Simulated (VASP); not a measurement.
A VASP calculation is set up with these files.

POSCAR:
```
Zn
1
    1.3588696618    -2.3536317291     0.0000000000
    1.3588696618     2.3536317291     0.0000000000
    0.0000000000     0.0000000000     6.2799774069
Zn
2
Direct
  0.3333330000   0.6666670000   0.2500000000
  0.6666670000   0.3333330000   0.7500000000
```

**KPOINTS**
```
Automatic mesh
0
Gamma
15 15 6
0 0 0
```

### INCAR
```
! general
SYSTEM   = Zn
PREC     = Accurate
ENCUT    = 520
LREAL    = F
LASPH    = T

! electronic loop
EDIFF    = 1E-7
NELM     = 100
ALGO     = Normal
LMAXMIX  = 4

! smearing
ISMEAR   = 1
SIGMA    = 0.1

! functional
GGA      = ML
LUSE_VDW = T
AGGAC    = 0.0
ZAB_VDW  = -1.8867

! ions
IBRION   = 2
NSW      = 30
ISIF     = 4
EDIFFG   = -0.01

! output
LWAVE    = F
LCHARG   = F
```

POTCAR, in this order: Zn (PBE.64 set). Program: vasp_std.

Task: Write an equivalent input for Quantum ESPRESSO's pw.x.

Result: One equivalent input (not run):
```
&CONTROL
  calculation = 'vc-relax'
  pseudo_dir = './pseudo'
  outdir = './out'
  tprnfor = .true.
  tstress = .true.
  nstep = 30
  forc_conv_thr = 0.00039
/
&SYSTEM
  ibrav = 0
  nat = 2
  ntyp = 1
  ecutwfc = 84
  occupations = 'smearing'
  smearing = 'methfessel-paxton'
  degauss = 0.00735
  input_dft = 'vdw-df2'
/
&ELECTRONS
  conv_thr = 7.3e-09
  electron_maxstep = 100
/
&IONS
/
&CELL
  cell_dofree = 'shape'
/
ATOMIC_SPECIES
  Zn 65.380 Zn.upf
CELL_PARAMETERS angstrom
     1.3588697   -2.3536317    0.0000000
     1.3588697    2.3536317    0.0000000
     0.0000000    0.0000000    6.2799774
ATOMIC_POSITIONS crystal
  Zn   0.3333330  0.6666670  0.2500000
  Zn   0.6666670  0.3333330  0.7500000
K_POINTS automatic
  15 15 6 0 0 0
```
What does not carry over: the potentials are each code's own (VASP's PAW set, PseudoDojo norm-conserving files in pw.x), so ENCUT and ecutwfc are chosen apart and not converted; conv_thr bounds pw.x's estimated SCF error, while EDIFF bounds the energy change between steps; forc_conv_thr acts on force components and is met together with etot_conv_thr.

The compound is Zn in the hcp structure. This cell is one point of a volume scan, at 1.03 of the reference volume. Symmetry was kept, so distortions that lower it aren't found.
